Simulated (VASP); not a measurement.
A run of VASP 6.6.1 is set up as follows.

File INCAR:

```
SYSTEM = Y
PREC = Accurate ; ENCUT = 520
EDIFF = 1E-6 ; ISMEAR = -1
SIGMA = 0.1 ; LREAL = .FALSE.
LASPH = .TRUE. ; NELM = 100
ALGO = Normal ; ISIF = 2
LWAVE = .FALSE. ; LCHARG = .FALSE.
NBANDS = 24
```

KPOINTS

```
Automatic mesh
0
G
  8 8 10
  0 0 0
```

The input POSCAR:

```
Y
1.0
    5.6869603511      0.0000000000      0.0000000000
   -2.8434801755      4.9250521344      0.0000000000
    0.0000000000      0.0000000000      3.5407319640
Y
3
Direct
    0.0000000000      0.0000000000      0.0000000000
    0.3333333333      0.6666666667      0.5000000000
    0.6666666667      0.3333333333      0.5000000000
```

Potentials or basis: VASP PAW LDA potentials, release 64 (Y_sv).

The run is started by

```bash
$ cat potpaw_LDA.64/Y_sv/POTCAR > POTCAR
$ mpirun -np 1 vasp_std > vasp.out
```

**Question.** Predict the band gap on the k mesh.

**Answer.** None (metal or under the smearing width).

**Question.** Estimate the pressure.

**Answer.** -4.3 GPa.

Stress tensor (GPa, compression positive):
```
-4.46  0.00  0.00
 0.00 -4.46  0.00
 0.00  0.00 -4.00
```
